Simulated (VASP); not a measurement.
Input of a VASP 6.6.1 run:

The input INCAR:

```
ALGO     = Normal         # electronic algorithm
EDIFF    = 1E-6           # SCF threshold, eV
ENCUT    = 520            # plane-wave cutoff, eV
ISIF     = 2              # what is computed and relaxed
ISMEAR   = 0              # smearing method
ISPIN    = 2              # spin polarisation
LASPH    = T              # aspherical terms in the spheres
LCHARG   = T              # write CHGCAR
LDAU     = T              # DFT+U
LDAUJ    = 0 0 0        
LDAUL    = -1 2 -1        # shell
LDAUPRINT= 1            
LDAUTYPE = 2            
LDAUU    = 0 2 0          # U, eV
LELF     = T              # ELF
LMAXMIX  = 4              # l up to which the mixer works
LORBIT   = 11             # projections on sites
LREAL    = F              # projectors in reciprocal space
LVHAR    = T            
LWAVE    = F              # write WAVECAR
MAGMOM   = 0.01 2.84 0.04 0.04 0.04 0.04 0.04 0.04 # initial moments
NBANDS   = 46             # bands
NELM     = 150            # most SCF steps
PREC     = Accurate       # precision mode
SIGMA    = 0.05           # smearing width, eV
```

KPOINTS

```
k-points
0
Gamma
  4 4 4
```

Contents of POSCAR:

```
ZrCoF6
1.0
    0.0000000000      3.9944997300      3.9944997300
    3.9944997300      0.0000000000      3.9944997300
    3.9944997300      3.9944997300      0.0000000000
Zr Co F
1 1 6
Direct
    0.5000000000      0.5000000000      0.5000000000
    0.0000000000      0.0000000000      0.0000000000
    0.7480000000      0.2520000000      0.2520000000
    0.2520000000      0.7480000000      0.2520000000
    0.2520000000      0.7480000000      0.7480000000
    0.7480000000      0.2520000000      0.7480000000
    0.2520000000      0.2520000000      0.7480000000
    0.7480000000      0.7480000000      0.2520000000
```

Potentials or basis: VASP PAW LDA potentials, release 64 (Zr_sv, Co, F).

Run with:

```bash
$ cat potpaw_LDA.64/Zr_sv/POTCAR potpaw_LDA.64/Co/POTCAR potpaw_LDA.64/F/POTCAR > POTCAR
$ mpirun -np 1 vasp_std > vasp.out
```

(1) Predict the band gap on the k mesh.

(2) Predict the pressure.

Answers

(1) none (metal or under the smearing width).

(2) -1.1 GPa.

Caveat: a cell with one magnetic atom can't hold antiferromagnetic order, which such compounds often take.
